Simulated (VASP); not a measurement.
Given:

```
BaS
1.0
    0.00000     3.12399     3.22052
    3.19120     0.00000     3.22052
    3.19120     3.12399     0.00000
Ba S
1 1
Direct
  0.00000   0.00000   0.00000
  0.49120   0.50880   0.50880
```

Calculation: PBE GGA, VASP's PBE PAW potentials (set 64) (plane waves; VASP). Numerical set-up: 400 eV cut-off, 3×3×3 Monkhorst-Pack mesh, Gaussian smearing of 0.050 eV, potentials Ba_sv S.

Question: What does the run give for the energy per atom (σ→0), pressure?

Answer: 
```
Item                            Value
---------------------  --------------
energy per atom (σ→0)  -5.064 eV/atom
pressure                     2.50 GPa
```

Only differences to runs with the same potentials and settings are physical.

The compound is BaS in the rock salt structure. The cell was not relaxed at this level, atoms are displaced from their ideal sites. The k-mesh is coarse (spacing up to 0.57 per Å, 2π included), so the numbers may not be converged in it. The run is one of a series of settings (KPOINTS 3×3×3 Monkhorst-Pack mesh against the base run), some of them coarse on purpose.
